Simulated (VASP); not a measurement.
The system is Zn.

```
Zn
1.0
     2.61436    0.00000    0.00000
    -1.30718    2.26410    0.00000
     0.00000    0.00000    4.87316
Zn
2
Direct
  0.33333 0.66667 0.25000
  0.66667 0.33333 0.75000
```

```yaml
Program: VASP 6.6.1
Task: relaxation of cell and atoms
Functional: PBEsol
Potentials_or_basis: VASP PAW PBE potentials, release 64 (Zn)
Cutoff: 600 eV
k_mesh: 6 × 6 × 4
Occupations: gaussian, width 0.1 eV
Spin: no spin polarisation
```

At the start: pressure 0.2 GPa; volume 14.42 Å³/atom.

**Question.** How do energy, volume and symmetry change on relaxing?

**Answer.** Over 27 steps the energy falls by 36.4 meV/atom and the volume is 15.06 Å³/atom (+4.4 %); space group P6_3/mmc (No. 194, to 0.05 Å).

Step by step:
```
step  energy change (eV)  largest force (eV/Å)  pressure (GPa)  volume (Å³)
   1              0.0000                0.0000            0.17        28.85
   2             -0.0066                0.0000           -0.11        28.91
   3             -0.0214                0.0000            0.11        29.06
   4             -0.0589                0.0000            3.54        29.25
   5             -0.0660                0.0000            2.19        29.20
   6             -0.0665                0.0000            2.53        29.22
   7             -0.0696                0.0000            1.78        29.59
   8             -0.0699                0.0000            1.45        29.83
   9             -0.0722                0.0000            0.54        30.03
  10             -0.0727                0.0000           -0.11        30.18
  11             -0.0727                0.0000           -0.06        30.18
  12             -0.0727                0.0000           -0.18        30.20
  13             -0.0728                0.0000           -0.13        30.17
  14             -0.0728                0.0000            0.09        30.07
  15             -0.0728                0.0000            0.06        30.10
  16             -0.0728                0.0000           -0.02        30.14
  17             -0.0728                0.0000           -0.05        30.12
  18             -0.0728                0.0000            0.00        30.11
  19             -0.0728                0.0000            0.08        30.11
  20             -0.0728                0.0000           -0.02        30.13
  21             -0.0728                0.0000           -0.07        30.13
  22             -0.0728                0.0000           -0.04        30.13
  23             -0.0728                0.0000           -0.05        30.12
  24             -0.0728                0.0000            0.06        30.08
  25             -0.0728                0.0000            0.08        30.10
  26             -0.0728                0.0000            0.04        30.11
  27             -0.0728                0.0000            0.01        30.11
```

Final structure:
```
CELL_PARAMETERS angstrom
2.53440 0.00000 0.00000
-1.26720 2.19486 0.00000
0.00000 0.00000 5.41300
ATOMIC_POSITIONS crystal
Zn 0.33333 0.66667 0.25000
Zn 0.66667 0.33333 0.75000
```

Caveat: the k mesh is coarse (spacing up to 0.46 Å⁻¹), so the values aren't converged; the PAW data sets were made with another functional, which shifts forces and pressure a little.
